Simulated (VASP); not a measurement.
Computed with PBE GGA, VASP's PBE PAW potentials (set 64) (plane waves; VASP).

VASP ran on this input.

### INCAR
```
EDIFFG  =  -0.01
EDIFF  =  1E-7   # SCF stop (eV)
ISMEAR  =  0   # Gaussian
SYSTEM  =  Te
SIGMA  =  0.05
LCHARG  =  .FALSE.
NELM  =  100   # most electronic steps
LMAXMIX  =  4
ENCUT  =  480
LASPH  =  .TRUE.   # aspherical one-centre terms
LWAVE  =  .FALSE.
ALGO  =  Normal   # blocked Davidson
GGA  =  PE   # PBE
LREAL  =  .FALSE.
IBRION  =  2
PSTRESS  =  10   # kbar
PREC  =  Accurate
ISIF  =  3   # ions, shape and volume
NSW  =  40
```

KPOINTS:
```
kpoints
0
Gamma
 6 6 4
```

**POSCAR**
```
Te
1
    2.2664896697    -3.9256749470     0.0000000000
    2.2664896697     3.9256749470     0.0000000000
    0.0000000000     0.0000000000     5.9454442499
Te
3
Direct
  0.0000000000   0.2671591244   0.6666670000
  0.7328408756   0.7328408756   0.0000000000
  0.2671591244   0.0000000000   0.3333330000
```

POTCAR, in this order: Te (PBE.64 set). Program: vasp_std.

What VASP printed:

File OSZICAR:
```
...
DAV:   3    -0.942032131688E+01    0.11029E-02   -0.13312E-03   624   0.184E-01    0.900E-02
DAV:   4    -0.942011677098E+01    0.20455E-03   -0.37069E-04   649   0.938E-02    0.160E-01
DAV:   5    -0.942011017082E+01    0.66002E-05   -0.25844E-05   835   0.316E-02    0.233E-02
DAV:   6    -0.942011080662E+01   -0.63580E-06   -0.73537E-07   730   0.595E-03    0.204E-03
DAV:   7    -0.942011094926E+01   -0.14264E-06   -0.40292E-08   327   0.152E-03    0.224E-03
DAV:   8    -0.942011106341E+01   -0.11415E-06   -0.15257E-08   312   0.912E-04    0.201E-04
DAV:   9    -0.942011107548E+01   -0.12070E-07   -0.36435E-09   312   0.467E-04
   3 F= -.87739357E+01 E0= -.87739338E+01  d E =-.721196E-02
       N       E                     dE             d eps       ncg     rms          rms(c)
DAV:   1    -0.942080743335E+01   -0.69637E-03   -0.10259E-01   624   0.175E+00    0.245E-01
DAV:   2    -0.942044265817E+01    0.36478E-03   -0.40939E-03   664   0.407E-01    0.877E-02
DAV:   3    -0.942013739372E+01    0.30526E-03   -0.41436E-04   689   0.115E-01    0.584E-02
DAV:   4    -0.942008955820E+01    0.47836E-04   -0.76606E-05   679   0.466E-02    0.659E-02
DAV:   5    -0.942008265239E+01    0.69058E-05   -0.16317E-05   698   0.253E-02    0.314E-02
DAV:   6    -0.942008124308E+01    0.14093E-05   -0.53119E-06   624   0.137E-02    0.582E-03
DAV:   7    -0.942008106516E+01    0.17793E-06   -0.46724E-07   682   0.421E-03    0.146E-03
DAV:   8    -0.942008087246E+01    0.19270E-06   -0.13277E-08   312   0.908E-04    0.847E-04
DAV:   9    -0.942008077528E+01    0.97184E-07   -0.27466E-09   312   0.452E-04
   4 F= -.87765830E+01 E0= -.87765778E+01  d E =-.264732E-02
       N       E                     dE             d eps       ncg     rms          rms(c)
DAV:   1    -0.942397956222E+01   -0.38987E-02   -0.92437E-01   624   0.528E+00    0.715E-01
DAV:   2    -0.942065917713E+01    0.33204E-02   -0.36697E-02   674   0.122E+00    0.262E-01
DAV:   3    -0.941787357496E+01    0.27856E-02   -0.38839E-03   684   0.350E-01    0.177E-01
DAV:   4    -0.941748232038E+01    0.39125E-03   -0.62615E-04   674   0.135E-01    0.200E-01
DAV:   5    -0.941742808160E+01    0.54239E-04   -0.13365E-04   701   0.732E-02    0.988E-02
DAV:   6    -0.941741160138E+01    0.16480E-04   -0.52832E-05   624   0.424E-02    0.157E-02
DAV:   7    -0.941741149611E+01    0.10527E-06   -0.44099E-06   715   0.129E-02    0.420E-03
DAV:   8    -0.941741092593E+01    0.57018E-06   -0.13700E-07   437   0.283E-03    0.225E-03
DAV:   9    -0.941741067811E+01    0.24782E-06   -0.22647E-08   312   0.125E-03    0.812E-04
DAV:  10    -0.941741069643E+01   -0.18316E-07   -0.38710E-09   312   0.567E-04
   5 F= -.87819515E+01 E0= -.87818994E+01  d E =-.801576E-02
       N       E                     dE             d eps       ncg     rms          rms(c)
DAV:   1    -0.942645501877E+01   -0.90443E-02   -0.36900E+00   624   0.106E+01    0.137E+00
DAV:   2    -0.941303457861E+01    0.13420E-01   -0.14593E-01   694   0.244E+00    0.526E-01
DAV:   3    -0.940164161009E+01    0.11393E-01   -0.16644E-02   654   0.718E-01    0.368E-01
DAV:   4    -0.940038991706E+01    0.12517E-02   -0.20045E-03   689   0.247E-01    0.419E-01
DAV:   5    -0.940019571752E+01    0.19420E-03   -0.43188E-04   703   0.136E-01    0.221E-01
DAV:   6    -0.940010222736E+01    0.93490E-04   -0.27613E-04   629   0.935E-02    0.243E-02
DAV:   7    -0.940010370737E+01   -0.14800E-05   -0.19979E-05   700   0.276E-02    0.769E-03
DAV:   8    -0.940010273007E+01    0.97730E-06   -0.69745E-07   679   0.621E-03    0.470E-03
DAV:   9    -0.940010229319E+01    0.43687E-06   -0.85274E-08   427   0.219E-03    0.192E-03
DAV:  10    -0.940010231779E+01   -0.24594E-07   -0.11169E-08   312   0.904E-04
   6 F= -.87807412E+01 E0= -.87803008E+01  d E =-.680548E-02
       N       E                     dE             d eps       ncg     rms          rms(c)
DAV:   1    -0.941988585961E+01   -0.19784E-01   -0.11551E+00   624   0.588E+00    0.781E-01
DAV:   2    -0.941624423869E+01    0.36416E-02   -0.47322E-02   694   0.138E+00    0.330E-01
DAV:   3    -0.941259974456E+01    0.36445E-02   -0.47525E-03   664   0.386E-01    0.199E-01
DAV:   4    -0.941203735911E+01    0.56239E-03   -0.77172E-04   679   0.147E-01    0.253E-01
DAV:   5    -0.941198364559E+01    0.53714E-04   -0.14986E-04   660   0.809E-02    0.207E-01
DAV:   6    -0.941194395099E+01    0.39695E-04   -0.10830E-04   624   0.564E-02    0.934E-03
DAV:   7    -0.941194492007E+01   -0.96907E-06   -0.56483E-06   724   0.149E-02    0.876E-03
DAV:   8    -0.941194587038E+01   -0.95032E-06   -0.21062E-07   536   0.356E-03    0.299E-03
DAV:   9    -0.941194609339E+01   -0.22300E-06   -0.28943E-08   312   0.143E-03    0.157E-03
DAV:  10    -0.941194607642E+01    0.16964E-07   -0.63447E-09   312   0.680E-04
   7 F= -.87834048E+01 E0= -.87832192E+01  d E =-.946905E-02
       N       E                     dE             d eps       ncg     rms          rms(c)
DAV:   1    -0.941961762028E+01   -0.76715E-02   -0.76907E-02   634   0.143E+00    0.343E-01
DAV:   2    -0.941778766369E+01    0.18300E-02   -0.29309E-03   629   0.341E-01    0.172E-01
DAV:   3    -0.941705960660E+01    0.72806E-03   -0.73068E-04   644   0.141E-01    0.679E-02
DAV:   4    -0.941685126933E+01    0.20834E-03   -0.38144E-04   649   0.943E-02    0.132E-01
DAV:   5    -0.941684701545E+01    0.42539E-05   -0.20641E-05   810   0.283E-02    0.376E-02
DAV:   6    -0.941684787506E+01   -0.85962E-06   -0.59132E-07   735   0.532E-03    0.616E-03
DAV:   7    -0.941684813278E+01   -0.25772E-06   -0.18685E-08   312   0.105E-03    0.380E-03
DAV:   8    -0.941684830261E+01   -0.16982E-06   -0.68455E-09   312   0.633E-04    0.340E-04
DAV:   9    -0.941684832751E+01   -0.24901E-07   -0.23386E-09   312   0.359E-04
   8 F= -.87828132E+01 E0= -.87826317E+01  d E =0.591525E-03
       N       E                     dE             d eps       ncg     rms          rms(c)
DAV:   1    -0.941508655899E+01    0.17617E-02   -0.37153E-02   634   0.996E-01    0.238E-01
DAV:   2    -0.941421091155E+01    0.87565E-03   -0.14037E-03   629   0.236E-01    0.117E-01
DAV:   3    -0.941386618207E+01    0.34473E-03   -0.36807E-04   644   0.994E-02    0.478E-02
DAV:   4    -0.941378103253E+01    0.85150E-04   -0.16827E-04   649   0.628E-02    0.908E-02
DAV:   5    -0.941377880190E+01    0.22306E-05   -0.10014E-05   842   0.195E-02    0.229E-02
DAV:   6    -0.941377840548E+01    0.39642E-06   -0.21913E-07   582   0.340E-03    0.324E-03
DAV:   7    -0.941377827323E+01    0.13225E-06   -0.15326E-08   312   0.999E-04    0.240E-03
DAV:   8    -0.941377816695E+01    0.10629E-06   -0.47989E-09   312   0.566E-04    0.269E-04
DAV:   9    -0.941377814367E+01    0.23274E-07   -0.13963E-09   312   0.304E-04
   9 F= -.87835539E+01 E0= -.87833696E+01  d E =-.149141E-03
       N       E                     dE             d eps       ncg     rms          rms(c)
DAV:   1    -0.941382730123E+01   -0.49134E-04   -0.61251E-06   634   0.128E-02    0.310E-03
DAV:   2    -0.941382711869E+01    0.18255E-06   -0.23295E-07   568   0.305E-03    0.146E-03
DAV:   3    -0.941382697385E+01    0.14484E-06   -0.58810E-08   312   0.131E-03    0.580E-04
DAV:   4    -0.941382688318E+01    0.90665E-07   -0.40768E-08   312   0.107E-03
  10 F= -.87835538E+01 E0= -.87833696E+01  d E =-.149040E-03
       N       E                     dE             d eps       ncg     rms          rms(c)
DAV:   1    -0.941378554415E+01    0.41430E-04   -0.19747E-03   624   0.255E-01    0.250E-02
DAV:   2    -0.941378499753E+01    0.54662E-06   -0.63899E-05   684   0.507E-02    0.119E-02
DAV:   3    -0.941378303391E+01    0.19636E-05   -0.30188E-06   729   0.122E-02    0.524E-03
DAV:   4    -0.941378284891E+01    0.18500E-06   -0.12875E-06   664   0.713E-03    0.160E-03
DAV:   5    -0.941378282080E+01    0.28111E-07   -0.11459E-07   322   0.220E-03
  11 F= -.87835922E+01 E0= -.87834258E+01  d E =-.384066E-04
```

**OUTCAR**
```
------------------------ aborting loop because EDIFF is reached ----------------------------------------
  FORCE on cell =-STRESS in cart. coord.  units (eV):
  Direction    XX          YY          ZZ          XY          YZ          ZX
  --------------------------------------------------------------------------------------
  Total        0.6322347      0.6322345      0.6119412      0.0000000      0.0000000     -0.0000000
  in kB       10.0324354     10.0324335      9.7104140      0.0000000      0.0000000     -0.0000000
  external PRESSURE =      -0.0749057 kB  Pullay stress =      10.0000000 kB
  volume of cell :      100.97
      direct lattice vectors                 reciprocal lattice vectors
     2.210526166 -3.828743270  0.000000000     0.226190492 -0.130591153  0.000000000
     2.210526166  3.828743270 -0.000000000     0.226190492  0.130591153 -0.000000000
     0.000000000  0.000000000  5.964864831     0.000000000  0.000000000  0.167648392
 POSITION                                       TOTAL-FORCE (eV/Angst)
 -----------------------------------------------------------------------------------
      0.60940      1.05551      3.97658         0.002693      0.004665     -0.000000
      3.20225      0.00000     -0.00000        -0.005386     -0.000000     -0.000000
      0.60940     -1.05551      1.98829         0.002693     -0.004665      0.000000
 -----------------------------------------------------------------------------------
    total drift:                               -0.000183     -0.000397      0.000014
  FREE ENERGIE OF THE ION-ELECTRON SYSTEM (eV)
  ---------------------------------------------------
  free  energy   TOTEN  =        -9.4137828208 eV

  energy  without entropy=       -9.4134499579  energy(sigma->0) =       -9.41361639
  enthalpy is  TOTEN    =        -8.7835922128 eV   P V=        0.6301906080

 reached required accuracy - stopping structural energy minimisation
```
(Selected blocks of OUTCAR.)

### CONTCAR
```
Te
   1.00000000000000
     2.2105261659583717   -3.8287432703779474    0.0000000000000000
     2.2105261659583717    3.8287432703779474   -0.0000000000000000
     0.0000000000000000    0.0000000000000000    5.9648648311523536
  Te
     3
Direct
     0.0000000000079441    0.2756807434776216    0.6666669999999968
     0.7243192565144344    0.7243192565144344    0.0000000000000000
     0.2756807434776216    0.0000000000079441    0.3333330000000032
```

Energy and stress use the plane-wave basis of the starting cell.

The compound is Te in the trig structure. This run relaxes it under an external pressure of 1 GPa. Symmetry was kept, so distortions that lower it aren't found.
